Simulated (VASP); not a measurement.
Level of theory: PBE GGA, VASP's PBE PAW potentials (set 64) (plane waves; VASP). Each cell was relaxed at this level, without spin-orbit coupling.

Question: Which of these comes out without a gap?
A) BN, P6_3/mmc (194)
B) TiSe2, P-3m1 (164)
C) AlAs, F-43m (216)
D) Bi2Se3, R-3m (166)

Answer: B, TiSe2, P-3m1 (164). The others have gaps of 4.47 eV (BN, P6_3/mmc (194)), 0.57 eV (Bi2Se3, R-3m (166)), 1.50 eV (AlAs, F-43m (216)).
